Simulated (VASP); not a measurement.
Input:

```
W
1.0
   -1.58632     1.58632     1.58632
    1.58632    -1.58632     1.58632
    1.58632     1.58632    -1.58632
W
1
Direct
  0.00000   0.00000   0.00000
```

These are r2SCAN meta-GGA, VASP's PBE PAW potentials (set 64) (plane waves; VASP 6.6.1) values and carry that method's errors. Settings: 480 eV cut-off, 16×16×16 Γ-centred mesh, first-order Methfessel-Paxton smearing of 0.10 eV, potentials W_sv.

Stress in GPa, positive for a compressed cell; the cube axes lie along x, y and z, and the ions stay on their sites.

| strain | σxx | σyy | σzz |
|---|---|---|---|
| none | 0.07 | 0.07 | 0.07 |
| εyy = -0.5 %, εzz = -0.5 % | 2.31 | 3.71 | 3.71 |
| εxx = +2.0 %, εzz = +2.0 % | -13.42 | -7.50 | -13.42 |
| εyy = +2.0 %, εzz = +2.0 % | -7.50 | -13.42 | -13.42 |
| εxx = +1.0 %, εyy = +1.0 % | -6.82 | -6.82 | -4.04 |
| εxx = -2.0 %, εyy = -2.0 %, εzz = -2.0 % | 21.53 | 21.53 | 21.53 |

Task: Fit C11 and C12 to these rows, and predict the stress for εyy = +4.0 %, εzz = +4.0 %.

Result: Least squares on Δσ_i = −C11 ε_i − C12 (ε_j + ε_k) over all components shown gives C11 = 519 GPa and C12 = 225 GPa, and so σxx, σyy, σzz = -17.96, -29.71, -29.71 GPa. The run gave -12.98, -25.06, -25.06 GPa; the difference holds the non-linear terms and numerical noise.

Left out are shears, moved atoms, failed runs and, from the fit, strains over 2.5 %.

The compound is W in the bcc structure.
